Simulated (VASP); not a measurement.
```xyz
2
Lattice="1.8513 -3.2065 0.0000 1.8513 3.2065 0.0000 0.0000 0.0000 5.8956" Properties=species:S:1:pos:R:3 pbc="T T T"
Gd     1.8513     1.0689     1.4739
Gd     1.8513    -1.0689     4.4217
```

The base run (VASP): PBE GGA, plane waves, VASP's PBE PAW potentials (set 64). Numerical set-up: 400 eV cut-off, 10×10×6 Γ-centred mesh, first-order Methfessel-Paxton smearing of 0.10 eV, potentials Gd_3.

The 4f electrons are frozen in the core of the lanthanide potential, so 4f levels, which can set the real gap, and their magnetism are missing.

One setting is varied; ΔE counts from the base run. The base run took about 50 core-seconds. Costs are core time on shared hosts, one run each; read them as rough ratios.

```csv
setting,cost over the base run,electronic steps,ΔE (meV/atom)
ALGO = Fast,within a factor of 2,12,0.0
base run,reference,12,0.0
ALGO = Conjugate,within a factor of 2,14,0.0
ALGO = All,within a factor of 2,14,0.0
ALGO = VeryFast,within a factor of 2,24,0.0
ALGO = Damped,about 2 times,46,0.0
```

Left out are runs that failed, have no time on record or changed the cell.

The compound is Gd in the hcp structure. The cell was not relaxed at this level.
